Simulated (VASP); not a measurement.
Input:

```
TiO2
1.0
    4.59459     0.00000     0.00000
    0.00000     4.59459     0.00000
    0.00000     0.00000     2.95829
Ti O
2 4
Direct
  0.00000   0.00000   0.00000
  0.50000   0.50000   0.50000
  0.30455   0.30455   0.00000
  0.80455   0.19545   0.50000
  0.19545   0.80455   0.50000
  0.69545   0.69545   0.00000
```

Level of theory: SCAN meta-GGA, VASP's PBE PAW potentials (set 64) (plane waves; VASP 6.6.1). Run with 520 eV cut-off, 6×6×8 Γ-centred mesh, tetrahedra with Blöchl corrections, potentials Ti_sv O.

### Question
Give the energies of bands 14 to 27 at the high-symmetry points, in eV from the valence-band maximum.

### Answer

```csv
band,Γ,X,M,Z,R,A
14,-5.52,-5.03,-5.69,-4.64,-5.16,-4.83
15,-5.01,-3.92,-4.05,-3.78,-4.14,-4.69
16,-3.98,-3.92,-4.05,-3.78,-4.14,-4.69
17,-3.98,-3.32,-2.95,-3.73,-3.40,-3.68
18,-2.66,-3.32,-2.95,-3.73,-3.40,-3.68
19,-2.66,-3.17,-2.21,-2.89,-2.49,-2.86
20,-2.10,-3.17,-2.21,-2.89,-2.49,-2.86
21,-0.78,-1.72,-1.41,-2.41,-2.08,-1.32
22,-0.50,-1.72,-1.41,-2.41,-2.08,-1.32
23,-0.50,-0.78,-1.14,-1.49,-1.10,-0.72
24,0.00,-0.78,-1.14,-1.49,-1.10,-0.72
25,2.22,2.91,2.26,3.34,2.29,2.96
26,2.54,2.91,2.26,3.34,2.29,2.96
27,2.80,3.40,2.90,3.58,3.61,3.59
```

The gap is direct, 2.22 eV, from the valence maximum at Γ to the conduction minimum at Γ.

The compound is TiO2 in the rutile structure. It was relaxed first.
